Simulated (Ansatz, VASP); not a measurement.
## Cross-check of ZnAu between VASP and Ansatz

One calculation is typed for both programs; each brings its own data sets and cutoff. How far apart do they land?

Method: plane waves, with VASP 6.6.1 beside it; single point at PBEsol and band structure at PBEsol, in Ansatz 0.2.0.

## 1. The structure

Symmetry: Pm-3m, No. 221, cubic system. The conventional cell has a = 3.147 Å, b = 3.147 Å, c = 3.147 Å, α = 90.00°, β = 90.00°, γ = 90.00°. Nearest to Zn lie 8 Au at 2.73 Å. Nearest to Au lie 8 Zn at 2.73 Å. Farther neighbours are not listed.

Coordinates:

```xyz
2
Lattice="3.1470 0.0000 0.0000 0.0000 3.1470 0.0000 0.0000 0.0000 3.1470" Properties=species:S:1:pos:R:3 pbc="T T T"
Zn    1.5735    1.5735    1.5735
Au    0.0000    0.0000    0.0000
```

## 2. VASP: single point, PBEsol

With cell and atoms fixed, the geometry can't cause a difference; cores, projectors, grids and the points listed under the comparison can.

Lines of VASP's logs that name or quote its potential files are left out, and so is its time.

The input, INCAR:

```
SYSTEM = ZnAu
PREC = Accurate
ENCUT = 400
EDIFF = 1E-06
NELM = 100
ISMEAR = -1
SIGMA = 0.05
LREAL = .FALSE.
ALGO = Normal
GGA = PS
NBANDS = 17
LASPH = .TRUE.
LORBIT = 11
LWAVE = .FALSE.
LCHARG = .TRUE.
ISIF = 2
LELF = .TRUE.
LVHAR = .TRUE.
```

The input, POSCAR:

```
ZnAu
1.0
    3.1470000000      0.0000000000      0.0000000000
    0.0000000000      3.1470000000      0.0000000000
    0.0000000000      0.0000000000      3.1470000000
Zn Au
1 1
Direct
    0.5000000000      0.5000000000      0.5000000000
    0.0000000000      0.0000000000      0.0000000000
```

The input, KPOINTS:

```
Automatic mesh
0
Gamma
7 7 7
0 0 0
```

PAW data sets: Zn and Au (PBE family, release 64).

On the command line:

```sh
mpirun -np 2 vasp_std
```

Numbers of over 12 decimals in the logs are rounded to 6 here.

The program printed:

```text
[banner, memory and clock lines left out]
running    2 mpi-ranks, on    1 nodes
 distrk:  each k-point on    2 cores,    1 groups
 distr:  one band on    1 cores,    2 groups

 POSCAR found type information on POSCAR ZnAu
 POSCAR found :  2 types and       2 ions
|                                                                             |
|               ----> ADVICE to this user running VASP <----                  |
|                                                                             |
|     You enforced a specific xc type in the INCAR file but a different       |
|     [... a line on the potential file left out ...]
|     I HOPE YOU KNOW WHAT YOU ARE DOING!                                     |
|                                                                             |

 LDA part: xc-table for (Slater+PW92), standard interpolation
|                                                                             |
|           W    W    AA    RRRRR   N    N  II  N    N   GGGG   !!!           |
|           W    W   A  A   R    R  NN   N  II  NN   N  G    G  !!!           |
|           W    W  A    A  R    R  N N  N  II  N N  N  G       !!!           |
|           W WW W  AAAAAA  RRRRR   N  N N  II  N  N N  G  GGG   !            |
|           WW  WW  A    A  R   R   N   NN  II  N   NN  G    G                |
|           W    W  A    A  R    R  N    N  II  N    N   GGGG   !!!           |
|                                                                             |
|     The number of bands has been changed from the values supplied in        |
|     The orbitals not found in the WAVECAR file will be initialized with     |
|     random numbers, which is usually adequate. For correlated               |
|     calculations, however, you should redo the groundstate calculation.     |
|     I found NBANDS = 17. Now, NBANDS = 18.                                  |
|                                                                             |

 POSCAR, INCAR and KPOINTS ok, starting setup
 FFT: planning ... GRIDC
 FFT: planning ... GRID_SOFT
 FFT: planning ... GRID
 WAVECAR not read
 entering main loop
       N       E                     dE             d eps       ncg     rms          rms(c)
DAV:   1     0.111528689837E+03    0.11153E+03   -0.97684E+03   760   0.136E+03
DAV:   2    -0.242330444920E+01   -0.11395E+03   -0.10919E+03   730   0.274E+02
DAV:   3    -0.650316178181E+01   -0.40799E+01   -0.40559E+01   792   0.595E+01
DAV:   4    -0.653432034899E+01   -0.31159E-01   -0.31153E-01   780   0.456E+00
DAV:   5    -0.653468456611E+01   -0.36422E-03   -0.36421E-03   774   0.527E-01    0.871E+00
DAV:   6    -0.600058716670E+01    0.53410E+00   -0.15525E+00   778   0.143E+01    0.537E+00
DAV:   7    -0.597140358487E+01    0.29184E-01   -0.33908E-02   968   0.340E+00    0.289E+00
DAV:   8    -0.596108639099E+01    0.10317E-01   -0.84565E-03   764   0.949E-01    0.132E-01
DAV:   9    -0.596109980609E+01   -0.13415E-04   -0.39374E-04   854   0.262E-01    0.656E-02
DAV:  10    -0.596110445012E+01   -0.46440E-05   -0.32379E-05   870   0.618E-02    0.190E-02
DAV:  11    -0.596110453339E+01   -0.83276E-07   -0.37483E-06   746   0.295E-02
   1 F= -.59611045E+01 E0= -.59575156E+01  d E =-.717791E-02
```

OUTCAR, selected parts (step 2):

```text
ion  position               nearest neighbor table
   1  0.500  0.500  0.500-   2 2.73   2 2.73   2 2.73   2 2.73   2 2.73   2 2.73   2 2.73   2 2.73

  LATTYP: Found a simple cubic cell.
 ALAT       =     3.1470000000

 Subroutine GETGRP returns: Found 48 space group operations
 (whereof 48 operations were pure point group operations)

The static configuration has the point symmetry O_h .

 Found     20 irreducible k-points:

   k-points           NKPTS =     20   k-points in BZ     NKDIM =     20   number of bands    NBANDS=     18

   dimension x,y,z NGX =    24 NGY =   24 NGZ =   24
   dimension x,y,z NGXF=    48 NGYF=   48 NGZF=   48

   ENCUT  =  400.0 eV  29.40 Ry    5.42 a.u.   5.13  5.13  5.13*2*pi/ulx,y,z

   NELECT =      23.0000    total number of electrons

 k-points in reciprocal lattice and weights: Automatic mesh
   0.00000000  0.00000000  0.00000000       0.003
   0.14285714  0.00000000  0.00000000       0.017
   0.28571429  0.00000000  0.00000000       0.017
   0.42857143  0.00000000  0.00000000       0.017
   0.14285714  0.14285714  0.00000000       0.035
   0.28571429  0.14285714  0.00000000       0.070
   0.42857143  0.14285714  0.00000000       0.070
   0.28571429  0.28571429  0.00000000       0.035
   0.42857143  0.28571429  0.00000000       0.070
[...]
0.42857143  0.42857143  0.28571429       0.070
   0.42857143  0.42857143  0.42857143       0.023

 average (electrostatic) potential at core
       1 -32.6599       2 -67.1731

 E-fermi :   7.0907

 k-point     1 :       0.0000    0.0000    0.0000
  band No.  band energies     occupation
    ...
      7       1.4968      2.00000
      8       1.4968      2.00000
      9       3.1824      2.00000
     10       3.1824      2.00000
     11       3.1824      2.00000
     12      11.8642      0.00000
     13      11.8642      0.00000
     14      11.8642      0.00000
     15      15.7290      0.00000
     16      19.0330      0.00000
    ...

 k-point     2 :       0.1429    0.0000    0.0000
  band No.  band energies     occupation
    ...
      7       1.4381      2.00000
      8       1.5904      2.00000
      9       2.9250      2.00000
     10       2.9250      2.00000
     11       3.1534      2.00000
     12       9.6762      0.00000
     13      12.5294      0.00000
     14      12.5294      0.00000
     15      16.7831      0.00000
     16      18.6754      0.00000
    ...

 k-point     3 :       0.2857    0.0000    0.0000
  band No.  band energies     occupation
    ...
      8       1.7652      2.00000
      9       2.4118      2.00000
     10       2.4118      2.00000
     11       3.0861      2.00000
     12       6.7012      1.99917
     13      14.2665      0.00000
     14      14.2665      0.00000
     15      17.3495      0.00000
     16      17.9349      0.00000
     17      22.4337      0.00000
    ...

  Total       -0.5670883     -0.5670883     -0.5670883     -0.0000000      0.0000000     -0.0000000
  in kB      -29.1521804    -29.1521804    -29.1521804     -0.0000000      0.0000000     -0.0000000
  external PRESSURE =     -29.1521804 kB  Pullay stress =       0.0000000 kB

  energy-cutoff  :      400.00
  volume of cell :       31.17
      direct lattice vectors                 reciprocal lattice vectors
     3.147000000  0.000000000  0.000000000     0.317762949  0.000000000  0.000000000
     0.000000000  3.147000000  0.000000000     0.000000000  0.317762949  0.000000000
     0.000000000  0.000000000  3.147000000     0.000000000  0.000000000  0.317762949

 POSITION                                       TOTAL-FORCE (eV/Angst)
 -----------------------------------------------------------------------------------
      1.57350      1.57350      1.57350         0.000000      0.000000      0.000000
      0.00000      0.00000      0.00000         0.000000      0.000000      0.000000
 -----------------------------------------------------------------------------------
    total drift:                                0.000000      0.000000     -0.000000

  FREE ENERGIE OF THE ION-ELECTRON SYSTEM (eV)
  ---------------------------------------------------
  free  energy   TOTEN  =        -5.9611045334 eV

  energy  without entropy=       -5.9539266193  energy(sigma->0) =       -5.95751558

 total charge
# of ion       s       p       d       tot
------------------------------------------
    1        0.521   0.453   9.768  10.742
    2        0.613   0.398   8.698   9.709
--------------------------------------------------
tot          1.134   0.850  18.466  20.451

[... 3 further parts left out ...]
```

At this level the cell is under a tension of 2.9 GPa, so at these settings it is away from equilibrium.

## 3. Ansatz: single point, PBEsol

Ansatz runs on its default PAW (the set named soft_2) files.

The same cell, functional, mesh and smearing now go to Ansatz, which takes its cutoff from its data sets.

The input, input.yaml:

```yaml
crystal:
  lattice:
    - [3.147, 0.0, 0.0]
    - [0.0, 3.147, 0.0]
    - [0.0, 0.0, 3.147]
  atoms:
    - { symbol: Zn, position: [0.5, 0.5, 0.5] }
    - { symbol: Au, position: [0.0, 0.0, 0.0] }
hamiltonian:
  xc: pbesol
  pseudopotentials: { kind: paw }
kpoints:
  mp_grid: { grid: [7, 7, 7] }
scf:
  occupations: { method: fermi_dirac, width: 0.05 }
  n_extra_bands: 4
output:
  forces: true
  stress: true
  eigenvalues: true
```

On the command line:

```sh
ansatz run input.yaml --threads 2 --pin off --max-ram 4608MiB --backend cpu --events-out ev --progress --plain --runs-dir out
```

The program printed:

```text
scf.n_extra_bands = 4 over 16 filled bands (N_el = 31.0): the run solves 20 bands
Engine: ansatz 0.2.0, aarch64-unknown-linux-gnu
Pseudopotentials: kind: paw
Pseudopotential: Zn, paw, valence charge 12, recommended cutoff 420 eV (normal), Zn.paw.azcp
Pseudopotential: Au, paw, valence charge 19, recommended cutoff 420 eV (normal), Au.paw.azcp
Functional definition: PBEsol
  exchange = pbesol_x
  correlation = pbesol_c
Crystal: 2 atoms, lattice volume = 31.167 Å³
Basis set: ecut = 420 eV, 619 PW (Γ), exchange–correlation on 48×48×48 points (8 copies of the dense FFT grid, shifted against one another)
Bands: 20, of which v1, the nominal top of the filled ones, is band 16 counted from 1 (15 counted from 0)
Symmetry: 48 space group operations
Space group: Pm-3m (ITA 221), of the structure as read, at distance tolerance 3.1e-5 Å
k-points: 20 of 343
Non-local potential: Zn, projectors of the file, l = 0: 2, l = 1: 2, l = 2: 3, l = 3: 1
Non-local potential: Au, projectors of the file, l = 0: 3, l = 1: 2, l = 2: 2, l = 3: 1
PAW form: soft (Blöchl's): semilocal exchange-correlation on the pseudo side does not see the compensation charge
PAW frozen core: Zn, regenerated for the run's functional, and the local potential with it (the file was generated under x = pbe(κ = 0.804, μ = 0.219515), c = pbe(β = 0.066725))
PAW frozen core: Au, regenerated for the run's functional, and the local potential with it (the file was generated under x = pbe(κ = 0.804, μ = 0.219515), c = pbe(β = 0.066725))
PAW one-centre angular grid: Zn, 590 points (default); XC on 64 Gauss nodes
PAW one-centre angular grid: Au, 590 points (default); XC on 64 Gauss nodes
Initial density: superposition of atomic densities (neutral atoms: chi_scale 0, normalization atom), corrected by the library's trained network
Initial wavefunctions: pseudopotential atomic-orbital guess
Functional: x = pbesol(κ = 0.804, μ = 0.123457), c = pbesol(β = 0.046)
SCF iter   1: F=—  HF=-16288.462869 eV  |F-HF|=—  |Δ(HF+E_count)|=         —  Δρ=4.79e-3  dr2=4.84e-3  ethr=1.77e-3  ⟨swp⟩=5.5  Hψ=1692  notcnv=0
preconditioner: auto → none  [insulator: Δε(μ)=0.431 eV  Ē_g=12.628 eV  σ=0.050 eV  W_gap=0.66  n_scr=6 (ndim 8)  ℏωp=31.9 eV  f_vac=0.000  D(μ)=0.96/eV (n_scr^D=6)  ε∞_Penn≈7.4]
SCF iter   2: F=—  HF=-16288.462597 eV  |F-HF|=—  |Δ(HF+E_count)|=   2.72e-4  Δρ=1.80e-3  dr2=5.56e-4  ethr=1.56e-5  ⟨swp⟩=2.0  Hψ=866  notcnv=0  defer=7
SCF iter   3: F=—  HF=-16288.462287 eV  |F-HF|=—  |Δ(HF+E_count)|=   3.10e-4  Δρ=7.32e-4  dr2=4.78e-5  ethr=1.79e-6  ⟨swp⟩=2.0  Hψ=612  notcnv=0  defer=7
SCF iter   4: F=—  HF=-16288.462297 eV  |F-HF|=—  |Δ(HF+E_count)|=   1.08e-5  Δρ=2.91e-4  dr2=2.59e-5  ethr=1.54e-7  ⟨swp⟩=2.0  Hψ=701  notcnv=0  defer=7
SCF iter   5: F=—  HF=-16288.462290 eV  |F-HF|=—  |Δ(HF+E_count)|=   7.29e-6  Δρ=4.21e-5  dr2=1.57e-7  ethr=8.34e-8  ⟨swp⟩=2.0  Hψ=601  notcnv=0  defer=7
SCF iter   6: F=-16288.462290 eV  HF=-16288.462290 eV  |F-HF|=1.04e-8  |Δ(HF+E_count)|=   1.67e-7  Δρ=1.41e-5  dr2=2.38e-8  ethr=3.23e-10  ⟨swp⟩=5.6  Hψ=1696  notcnv=0
SCF 1 converged in 6 iterations: F = -16288.462290 eV  dr2 = 2.38e-8
  greatest PAW one-centre occupation: 1.001 electrons in one spin orbital (limit 2), on the Au atom at site 1 (counted from 0), in its partial waves of l = 0
SCF converged after 6 iterations
Free energy (F): -16288.462290 eV
Harris-Foulkes:  -16288.462290 eV  (|F-HF|=1.04e-8)
Internal energy: -16288.455071 eV  (E = F + TS)
E sigma→0 (E₀):  -16288.458681 eV
Entropy (-TS):   -0.007219 eV (-3.610 meV/atom)
Fermi energy:    17.061878 eV
--- Per-component energies (eV) ---
  E_band       = -171.954719
  E_kinetic    = 736.066096
  E_local      = -3253.705576  (includes V_loc(G=0)·N_el)
  E_nonlocal   = 690.634023
  E_hartree    = 1370.841095
  E_xc         = -363.118871
  E_vxc        = -328.279366  (∫ρ·V_xc dr)
  E_paw        = -11355.563701  (= ΣΔE_a)
  E_vpaw       = -758.354077  (= ΣTr[D̂ρ^β])
  E_aug_tail   = 0.000950  (compensation charges beyond the density's cutoff)
  E_ewald      = -4114.715922
  E_core_change = 1.106834  (= ΣΔE_core)
  E_smearing   = -0.007219  (= −TS)
  E_closure    = -0.000000  (closes the sum)
  Σ components = -16288.462290   (vs F -16288.462290, Δ=0.00e0)
--- Forces (eV/Å), atoms counted from 1 ---
  atom   1  Zn     0.00000000     0.00000000    -0.00000000
  atom   2  Au    -0.00000000     0.00000000     0.00000000
  max |Σ_I F_I| component: 1.12e-29 eV/Å
--- Stress (GPa, compression-positive) ---
       -2.710466       0.000000       0.000000
        0.000000      -2.710466       0.000000
        0.000000       0.000000      -2.710466
  P = ⅓ Tr σ = -2.7105 GPa (-27.105 kbar)
--- Band table (eV; the first three rows and the last of 20) ---
  k-point 0: bands = [... 12 lower, 13.1605, 13.1605, 13.1605, 21.8156, 21.8156, 21.8156, 25.7082, 28.9453]
  k-point 1: bands = [... 12 lower, 12.9011, 12.9011, 13.1307, 19.6366, 22.4830, 22.4830, 26.7557, 28.5862]
  k-point 2: bands = [... 12 lower, 12.3845, 12.3845, 13.0617, 16.6692, 24.2233, 24.2233, 27.3071, 27.8457]
  k-point 19: bands = [... 12 lower, 13.5981, 13.5981, 17.6698, 18.6465, 20.3399, 20.3399, 21.5709, 23.4952]
```

It took 1.1 s on 2 threads of Arm Neoverse N1, shared host; peak memory 0.27 GiB; 1.9 s of CPU time.

Reading the cycles: dr2 is the Hartree energy of the density residual (eV), the measure of convergence; HF is the Harris–Foulkes estimate of the energy, which meets the free energy F at convergence.

The run ends at a pressure of -2.71 GPa.

## 4. Differences

Known differences besides the potentials themselves: the data sets hold 31 valence electrons in Ansatz (default PAW (the set named soft_2) files) and 23 in VASP; the cutoff is 420 eV in Ansatz and 400 eV in VASP; Ansatz makes its cores anew for this functional, VASP keeps those of its PBE data sets. Total energies have different zeros and are not compared.

Both answers:

| quantity | Ansatz | VASP | difference |
| --- | --- | --- | --- |
| pressure (GPa) | -2.71 | -2.92 | +0.20 |
| pressure without Ansatz's Pulay correction (GPa) | -2.80 | -2.92 | +0.12 |

Ansatz's pressure holds a Pulay correction of 0.08 GPa; VASP's holds none.

(Continued in part 2 of 2.)

[Lines on the potential files, build, host, timing and source positions are cut from VASP's logs without a mark.]

[Logs are printed without paths, hosts, clocks, repeated set-up lines and the standing remarks that a program may print on its own settings, such as how far it seeks lower states.]

[Hosts, paths, dates, database ids (printed as entryN), source tags and the programs' standing remarks are cut or masked in the printed files.]
